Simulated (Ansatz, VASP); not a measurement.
## Mg2C3 in two plane-wave programs

Wanted: the spread between two codes on one cell, functional and k mesh. The cell is taken from a series of runs on this material, whose earlier steps may have relaxed, scaled, displaced or heated it; both programs get it as it stands.

Calculated with Ansatz 0.2.0; plane waves, with VASP 6.6.1 beside it; dielectric response at PBE.

### Step 1. Starting point

The structure is monoclinic, space group C2/m (No. 12). Conventional cell: a = 4.831 Å, b = 4.700 Å, c = 4.987 Å, α = 90.00°, β = 104.25°, γ = 90.00°. Mg has 6 C at 2.24 to 2.55 Å nearest. Nearest to C lie 2 C at 1.34 Å and 2 Mg at 2.35 Å. Nearest to C lie 1 C at 1.34 Å and 5 Mg at 2.24 to 2.55 Å. Farther neighbours are not listed.

As a file:

```
Mg C
1.0
     2.41550   -2.35000    0.00000
     2.41550    2.35000    0.00000
    -1.22707    0.00000    4.83328
Mg C
2 3
Direct
  0.19130 0.19130 0.79890
  0.80870 0.80870 0.20110
  0.50000 0.50000 0.50000
  0.70110 0.70110 0.73850
  0.29890 0.29890 0.26150
```

### Step 2. VASP: dielectric response, PBE

The response to a field tests empty states and converges slowly with the mesh.

Lines of VASP's logs that name or quote its potential files are left out, and so is its time.

Input file INCAR:

```
SYSTEM = Mg2C3
PREC = Accurate
ENCUT = 520
EDIFF = 1E-08
NELM = 120
ISMEAR = 0
SIGMA = 0.01
LREAL = .FALSE.
ALGO = Normal
GGA = PE
NBANDS = 14
LORBIT = 11
LWAVE = .FALSE.
LCHARG = .FALSE.
ISIF = 2
LEPSILON = .TRUE.
LASPH = .TRUE.
GGA_COMPAT = .FALSE.
EFERMI = MIDGAP
KPAR = 2
```

Input file POSCAR:

```
Mg2C3
1.0
    2.4155000000     -2.3500000000      0.0000000000
    2.4155000000      2.3500000000      0.0000000000
   -1.2270700000      0.0000000000      4.8332800000
Mg C
2 3
Direct
    0.1913000000      0.1913000000      0.7989000000
    0.8087000000      0.8087000000      0.2011000000
    0.5000000000      0.5000000000      0.5000000000
    0.7011000000      0.7011000000      0.7385000000
    0.2989000000      0.2989000000      0.2615000000
```

Input file KPOINTS:

```
Automatic mesh
0
Gamma
4 4 3
0 0 0
```

The projector-augmented-wave data sets are Mg and C (PBE family, release 64).

On the command line:

```
$ mpirun -np 2 vasp_std
```

Numbers of over 12 decimals in the logs are rounded to 6 here.

What it wrote:

```text
[banner, memory and clock lines left out]
running    2 mpi-ranks, on    1 nodes
 distrk:  each k-point on    1 cores,    2 groups
 distr:  one band on    1 cores,    1 groups

 POSCAR found type information on POSCAR MgC
 POSCAR found :  2 types and       5 ions
 LDA part: xc-table for (Slater+PW92), standard interpolation
 POSCAR, INCAR and KPOINTS ok, starting setup
 FFT: planning ... GRIDC
 FFT: planning ... GRID_SOFT
 FFT: planning ... GRID
 WAVECAR not read
 entering main loop
       N       E                     dE             d eps       ncg     rms          rms(c)
DAV:   1     0.396048056763E+02    0.39605E+02   -0.67228E+03   476   0.969E+02
DAV:   2    -0.292795555052E+02   -0.68884E+02   -0.62368E+02   666   0.171E+02
DAV:   3    -0.336654650070E+02   -0.43859E+01   -0.43579E+01   632   0.448E+01
DAV:   4    -0.337133719366E+02   -0.47907E-01   -0.47887E-01   584   0.554E+00
DAV:   5    -0.337139830816E+02   -0.61115E-03   -0.61110E-03   638   0.614E-01    0.948E+00
DAV:   6    -0.299218315889E+02    0.37922E+01   -0.70927E+00   602   0.161E+01    0.397E+00
DAV:   7    -0.296683336011E+02    0.25350E+00   -0.12773E+00   614   0.731E+00    0.216E+00
DAV:   8    -0.296543170935E+02    0.14017E-01   -0.50127E-02   566   0.162E+00    0.486E-01
DAV:   9    -0.296535100607E+02    0.80703E-03   -0.45559E-03   644   0.556E-01    0.139E-01
DAV:  10    -0.296535319096E+02   -0.21849E-04   -0.70449E-04   596   0.174E-01    0.465E-02
DAV:  11    -0.296535412173E+02   -0.93077E-05   -0.88374E-05   572   0.723E-02    0.157E-02
DAV:  12    -0.296535394338E+02    0.17836E-05   -0.97555E-06   620   0.218E-02    0.321E-03
DAV:  13    -0.296535394704E+02   -0.36595E-07   -0.76288E-07   614   0.660E-03    0.788E-04
DAV:  14    -0.296535394676E+02    0.28098E-08   -0.43717E-08   590   0.163E-03
   1 F= -.29653539E+02 E0= -.29653539E+02  d E =0.000000E+00
 Linear response reoptimize wavefunctions to high precision
DAV:   1    -0.296535394744E+02   -0.68894E-08   -0.19636E-08   620   0.913E-04
DAV:   2    -0.296535394745E+02   -0.27285E-10   -0.70807E-10   304   0.216E-04
 Linear response G [H, r] |phi>, progress :
  Direction:   1
       N       E                     dE             d eps       ncg     rms
RMM:   1    -0.626504173130E+02   -0.62650E+02    0.94294E+01  1185   0.677E+01
RMM:   2    -0.571678221446E+02    0.54826E+01   -0.60068E+00   777   0.169E+01
RMM:   3    -0.572203433861E+02   -0.52521E-01   -0.10787E-01   827   0.202E+00
RMM:   4    -0.572203325603E+02    0.10826E-04   -0.41605E-03   857   0.347E-01
RMM:   5    -0.572203282251E+02    0.43352E-05   -0.19048E-04   868   0.635E-02
RMM:   6    -0.572203268002E+02    0.14249E-05   -0.10350E-05   882   0.130E-02
RMM:   7    -0.572203266900E+02    0.11018E-06   -0.25290E-06   869   0.273E-03
RMM:   8    -0.572203266794E+02    0.10558E-07   -0.91660E-06   844   0.615E-04
RMM:   9    -0.572203266342E+02    0.45250E-07    0.63255E-06   698   0.161E-04
RMM:  10    -0.572203266210E+02    0.13168E-07    0.83033E-07   590   0.701E-05
RMM:  11    -0.572203266177E+02    0.33445E-08   -0.39644E-07   528   0.539E-05
RMM:  12    -0.572203266152E+02    0.24136E-08   -0.11202E-07   508   0.515E-05
RMM:  13    -0.572203266198E+02   -0.45526E-08   -0.15989E-07   423   0.514E-05
RMM:  14    -0.572203266145E+02    0.52746E-08   -0.12088E-06   354   0.518E-05
 Linear response G [H, r] |phi>, progress :
  Direction:   2
       N       E                     dE             d eps       ncg     rms
RMM:   1    -0.645005003893E+02   -0.64501E+02    0.98657E+01  1104   0.689E+01
RMM:   2    -0.573117175897E+02    0.71888E+01   -0.39051E+00   788   0.141E+01
RMM:   3    -0.573565023525E+02   -0.44785E-01   -0.64104E-02   859   0.169E+00
RMM:   4    -0.573570672536E+02   -0.56490E-03   -0.20722E-03   872   0.278E-01
RMM:   5    -0.573570821880E+02   -0.14934E-04   -0.71997E-05   882   0.523E-02
RMM:   6    -0.573570843516E+02   -0.21636E-05    0.24156E-06   902   0.109E-02
RMM:   7    -0.573570849254E+02   -0.57383E-06    0.56787E-06   867   0.232E-03
RMM:   8    -0.573570850228E+02   -0.97340E-07    0.47110E-06   839   0.552E-04
RMM:   9    -0.573570850129E+02    0.98805E-08    0.58946E-06   699   0.158E-04
RMM:  10    -0.573570850098E+02    0.31515E-08    0.31525E-07   592   0.758E-05
RMM:  11    -0.573570850080E+02    0.17179E-08   -0.25549E-08   510   0.619E-05
 Linear response G [H, r] |phi>, progress :
  Direction:   3
       N       E                     dE             d eps       ncg     rms
RMM:   1    -0.641319250525E+02   -0.64132E+02    0.87861E+01  1301   0.661E+01
RMM:   2    -0.584349457274E+02    0.56970E+01   -0.81444E+00   784   0.192E+01
RMM:   3    -0.585237985272E+02   -0.88853E-01   -0.16042E-01   837   0.233E+00
RMM:   4    -0.585246435695E+02   -0.84504E-03   -0.57461E-03   868   0.421E-01
RMM:   5    -0.585246846382E+02   -0.41069E-04   -0.17152E-04   862   0.683E-02
RMM:   6    -0.585246854620E+02   -0.82385E-06   -0.10022E-05   885   0.145E-02
RMM:   7    -0.585246854732E+02   -0.11180E-07   -0.11399E-06   876   0.265E-03
RMM:   8    -0.585246854367E+02    0.36530E-07   -0.56115E-06   845   0.589E-04
RMM:   9    -0.585246853884E+02    0.48256E-07    0.14703E-06   712   0.170E-04
RMM:  10    -0.585246854532E+02   -0.64756E-07   -0.11795E-06   597   0.717E-05
RMM:  11    -0.585246854588E+02   -0.55552E-08   -0.29463E-06   527   0.523E-05
[...]
RMM:   2    -0.904444435957E+00   -0.18144E-01   -0.19813E-02   817   0.755E-01
RMM:   3    -0.904811609665E+00   -0.36717E-03   -0.46835E-04   817   0.910E-02
RMM:   4    -0.904821584849E+00   -0.99752E-05   -0.14509E-05   853   0.155E-02
RMM:   5    -0.904821880591E+00   -0.29574E-06   -0.50027E-07   827   0.248E-03
RMM:   6    -0.904821891642E+00   -0.11051E-07   -0.23936E-08   744   0.480E-04
RMM:   7    -0.904821891854E+00   -0.21183E-09   -0.15107E-09   556   0.949E-05
 change of polarisation eV/A/(eV/A) component  1 :     1.810     0.235     0.875
 dielectric tensor                  component  1 :     6.968     0.774     2.885
 Linear response to external field (no local field effect), progress :
  Direction:   2
       N       E                     dE             d eps       ncg     rms          rms(c)
RMM:   1    -0.599615525725E+00   -0.59962E+00   -0.22332E+00  1022   0.351E+00
RMM:   2    -0.617115425624E+00   -0.17500E-01   -0.13507E-02   825   0.655E-01
RMM:   3    -0.617363202578E+00   -0.24778E-03   -0.28981E-04   841   0.771E-02
RMM:   4    -0.617370410567E+00   -0.72080E-05   -0.10555E-05   854   0.135E-02
RMM:   5    -0.617370673244E+00   -0.26268E-06   -0.36648E-07   821   0.217E-03
RMM:   6    -0.617370681638E+00   -0.83946E-08   -0.20768E-08   737   0.435E-04
 change of polarisation eV/A/(eV/A) component  2 :     0.235     1.235     0.333
 dielectric tensor                  component  2 :     0.774     5.072     1.097
 Linear response to external field (no local field effect), progress :
  Direction:   3
       N       E                     dE             d eps       ncg     rms          rms(c)
RMM:   1    -0.159802812922E+01   -0.15980E+01   -0.95286E+00  1044   0.472E+00
RMM:   2    -0.161106932221E+01   -0.13041E-01   -0.26405E-02   815   0.764E-01
RMM:   3    -0.161148361558E+01   -0.41429E-03   -0.55963E-04   815   0.940E-02
RMM:   4    -0.161149387687E+01   -0.10261E-04   -0.15315E-05   832   0.145E-02
RMM:   5    -0.161149415749E+01   -0.28062E-06   -0.48288E-07   830   0.234E-03
RMM:   6    -0.161149416816E+01   -0.10669E-07   -0.17885E-08   721   0.435E-04
RMM:   7    -0.161149416849E+01   -0.32818E-09    0.22829E-10   546   0.883E-05
 change of polarisation eV/A/(eV/A) component  3 :     0.875     0.333     3.223
 dielectric tensor                  component  3 :     2.885     1.097    11.629
 Linear response to external field, progress :
  Direction:   1
       N       E                     dE             d eps       ncg     rms          rms(c)
RMM:   1    -0.886300813051E+00   -0.88630E+00   -0.43336E+00  1040   0.399E+00
RMM:   2    -0.904444435957E+00   -0.18144E-01   -0.19813E-02   817   0.755E-01    0.183E+00
RMM:   3    -0.774568824625E+00    0.12988E+00   -0.31818E-01   807   0.254E+00    0.909E-01
RMM:   4    -0.771414853827E+00    0.31540E-02   -0.31634E-02   817   0.887E-01    0.437E-01
RMM:   5    -0.802039667186E+00   -0.30625E-01   -0.13556E-02   818   0.694E-01    0.126E-01
RMM:   6    -0.809823435083E+00   -0.77838E-02   -0.60901E-04   838   0.150E-01    0.310E-02
RMM:   7    -0.811573709627E+00   -0.17503E-02   -0.79209E-05   841   0.465E-02    0.106E-02
RMM:   8    -0.811903076634E+00   -0.32937E-03   -0.42230E-06   850   0.134E-02    0.151E-03
RMM:   9    -0.811949061972E+00   -0.45985E-04   -0.13325E-07   888   0.256E-03    0.711E-04
RMM:  10    -0.811965267034E+00   -0.16205E-04    0.75511E-08   864   0.899E-04    0.958E-05
RMM:  11    -0.811967841159E+00   -0.25741E-05    0.86737E-08   814   0.167E-04    0.314E-05
RMM:  12    -0.811967877638E+00   -0.36479E-07    0.14906E-07   635   0.611E-05    0.681E-06
 change of polarisation eV/A/(eV/A) component  1 :     1.484     0.189     0.493
 dielectric tensor                  component  1 :     5.893     0.623     1.627
 Linear response to external field, progress :
  Direction:   2
       N       E                     dE             d eps       ncg     rms          rms(c)
RMM:   1    -0.599615525725E+00   -0.59962E+00   -0.22332E+00  1022   0.351E+00
RMM:   2    -0.617115425624E+00   -0.17500E-01   -0.13507E-02   825   0.655E-01    0.932E-01
RMM:   3    -0.589402263343E+00    0.27713E-01   -0.31068E-02   810   0.954E-01    0.522E-01
RMM:   4    -0.607095037688E+00   -0.17693E-01   -0.28291E-02   822   0.895E-01    0.168E-01
RMM:   5    -0.619123959362E+00   -0.12029E-01   -0.67789E-04   841   0.180E-01    0.126E-02
RMM:   6    -0.619328010893E+00   -0.20405E-03   -0.13860E-05   862   0.220E-02    0.637E-03
RMM:   7    -0.619607592623E+00   -0.27958E-03   -0.23899E-06   852   0.112E-02    0.131E-03
RMM:   8    -0.619646652595E+00   -0.39060E-04   -0.26875E-07   872   0.293E-03    0.473E-04
RMM:   9    -0.619641367148E+00    0.52854E-05   -0.24213E-08   871   0.934E-04    0.657E-05
RMM:  10    -0.619642038786E+00   -0.67164E-06    0.17840E-08   787   0.142E-04    0.118E-05
RMM:  11    -0.619642404261E+00   -0.36547E-06    0.34176E-08   467   0.341E-05    0.332E-06
 change of polarisation eV/A/(eV/A) component  2 :     0.240     1.148     0.329
 dielectric tensor                  component  2 :     0.791     4.785     1.085
 Linear response to external field, progress :
  Direction:   3
       N       E                     dE             d eps       ncg     rms          rms(c)
RMM:   1    -0.159802812922E+01   -0.15980E+01   -0.95286E+00  1044   0.472E+00
RMM:   2    -0.161106932221E+01   -0.13041E-01   -0.26405E-02   815   0.764E-01    0.268E+00
RMM:   3    -0.129830066718E+01    0.31277E+00   -0.76389E-01   804   0.383E+00    0.134E+00
RMM:   4    -0.128226793580E+01    0.16033E-01   -0.77654E-02   800   0.139E+00    0.565E-01
RMM:   5    -0.132401144853E+01   -0.41744E-01   -0.28463E-02   814   0.998E-01    0.153E-01
RMM:   6    -0.133159896708E+01   -0.75875E-02   -0.14103E-03   838   0.217E-01    0.535E-02
RMM:   7    -0.133511023913E+01   -0.35113E-02   -0.20998E-04   821   0.781E-02    0.127E-02
RMM:   8    -0.133561124564E+01   -0.50101E-03   -0.63331E-06   859   0.159E-02    0.230E-03
RMM:   9    -0.133564599381E+01   -0.34748E-04   -0.25340E-07   887   0.325E-03    0.845E-04
RMM:  10    -0.133566979964E+01   -0.23806E-04   -0.50803E-07   869   0.114E-03    0.141E-04
RMM:  11    -0.133567567386E+01   -0.58742E-05   -0.18973E-07   830   0.212E-04    0.457E-05
RMM:  12    -0.133567553375E+01    0.14011E-06   -0.50457E-07   630   0.614E-05    0.855E-06
 change of polarisation eV/A/(eV/A) component  3 :     0.493     0.247     2.467
 dielectric tensor                  component  3 :     1.627     0.815     9.136
 Born effective charges drift removed
```

Parts of OUTCAR (step 2):

```text
ion  position               nearest neighbor table
   1  0.191  0.191  0.799-   5 2.24   4 2.31   3 2.35   4 2.37   4 2.37   4 2.55   3 2.81   3 2.81
                             5 2.85   2 3.04   2 3.05   2 3.05   2 3.10   2 3.16
   2  0.809  0.809  0.201-   4 2.24   5 2.31   3 2.35   5 2.37   5 2.37   5 2.55   3 2.81   3 2.81
                             4 2.85   1 3.04   1 3.05   1 3.05   1 3.10   1 3.16
   3  0.500  0.500  0.500-   4 1.34   5 1.34   1 2.35   2 2.35   1 2.81   1 2.81   2 2.81   2 2.81

  LATTYP: Found a base centered monoclinic cell.
 ALAT       =     4.8310000000
 B/A-ratio  =     0.9728834610
 C/A-ratio  =     1.0322110763
 COS(beta)  =    -0.2460728991

 Subroutine GETGRP returns: Found  4 space group operations
 (whereof  4 operations were pure point group operations)

The static configuration has the point symmetry C_2h.

 Found     17 irreducible k-points:

   k-points           NKPTS =     17   k-points in BZ     NKDIM =     17   number of bands    NBANDS=     14

   dimension x,y,z NGX =    28 NGY =   28 NGZ =   40
   dimension x,y,z NGXF=    56 NGYF=   56 NGZF=   80

   ENCUT  =  520.0 eV  38.22 Ry    6.18 a.u.   6.27  6.27  9.27*2*pi/ulx,y,z

   NELECT =      16.0000    total number of electrons

 k-points in reciprocal lattice and weights: Automatic mesh
   0.00000000  0.00000000  0.00000000       0.021
   0.25000000  0.00000000  0.00000000       0.083
   0.50000000  0.00000000  0.00000000       0.042
   0.25000000  0.25000000  0.00000000       0.042
   0.50000000  0.25000000 -0.00000000       0.083
  -0.25000000  0.25000000  0.00000000       0.042
   0.50000000  0.50000000  0.00000000       0.021
   0.00000000  0.00000000  0.33333333       0.042
   0.25000000  0.00000000  0.33333333       0.083
[...]
-0.25000000  0.50000000  0.33333333       0.083
  -0.25000000 -0.25000000  0.33333333       0.042

 average (electrostatic) potential at core
       1 -36.5325       2 -36.5325       3 -50.9128       4 -49.0790       5 -49.0790

  Total       -0.1493155     -0.0991348     -0.3207859      0.0000000      0.0000000     -0.2631013
  in kB       -4.3598215     -2.8946079     -9.3665344      0.0000000      0.0000000     -7.6822187
  external PRESSURE =      -5.5403213 kB  Pullay stress =       0.0000000 kB

  energy-cutoff  :      520.00
  volume of cell :       54.87
      direct lattice vectors                 reciprocal lattice vectors
     2.415500000 -2.350000000  0.000000000     0.206996481 -0.212765957  0.052552133
     2.415500000  2.350000000  0.000000000     0.206996481  0.212765957  0.052552133
    -1.227070000  0.000000000  4.833280000     0.000000000  0.000000000  0.206898835

 POSITION                                       TOTAL-FORCE (eV/Angst)
 -----------------------------------------------------------------------------------
     -0.05614      0.00000      3.86131        -0.028942      0.000000      0.070436
      3.66007      0.00000      0.97197         0.028942      0.000000     -0.070436
      1.80197      0.00000      2.41664        -0.000000      0.000000      0.000000
      2.48082      0.00000      3.56938        -0.183065      0.000000     -0.386520
      1.12311      0.00000      1.26390         0.183065      0.000000      0.386520
 -----------------------------------------------------------------------------------
    total drift:                               -0.000000      0.000000      0.000000

 MACROSCOPIC STATIC DIELECTRIC TENSOR (including local field effects in DFT)
 ------------------------------------------------------
           5.893223     0.000000     1.627090
           0.000000     4.784962     0.000000
           1.627090     0.000000     9.135716
 ------------------------------------------------------

 PIEZOELECTRIC TENSOR (including local field effects)  for field in x, y, z        (C/m^2)
          XX          YY          ZZ          XY          YZ          ZX
  --------------------------------------------------------------------------------
  x     0.00000     0.00000     0.00000     0.00000     0.00000     0.00000
  y     0.00000     0.00000     0.00000     0.00000     0.00000     0.00000
  z     0.00000     0.00000     0.00000     0.00000     0.00000     0.00000

 BORN EFFECTIVE CHARGES (including local field effects) (in |e|, cummulative output)
 ---------------------------------------------------------------------------------
 ion    1
    1     2.19792     0.00000     0.00281
    2     0.00000     1.99386     0.00000
    3    -0.05755     0.00000     2.35769
 ion    2
    1     2.19792     0.00000     0.00281
    2     0.00000     1.99386     0.00000
    3    -0.05755     0.00000     2.35769
 ion    3
    1     0.74064     0.00000     2.09157
    2     0.00000    -0.34188     0.00000
    3     2.65045     0.00000     3.34072
 ion    4
    1    -2.56825     0.00000    -1.04859
    2     0.00000    -1.82292     0.00000
    3    -1.26767     0.00000    -4.02805
 ion    5
    1    -2.56825     0.00000    -1.04859
    2     0.00000    -1.82292     0.00000
    3    -1.26767     0.00000    -4.02805
```

The gap is read on the k-mesh alone, so it is an upper bound where the band edges lie off the mesh.

[end of part 1 of 2]

[Lines on the potential files, build, host, timing and source positions are cut from VASP's logs without a mark.]

[Logs are printed without paths, hosts, clocks, repeated set-up lines and the standing remarks that a program may print on its own settings, such as how far it seeks lower states.]

[Hosts, paths, dates, database ids (printed as entryN), source tags and the programs' standing remarks are cut or masked in the printed files.]
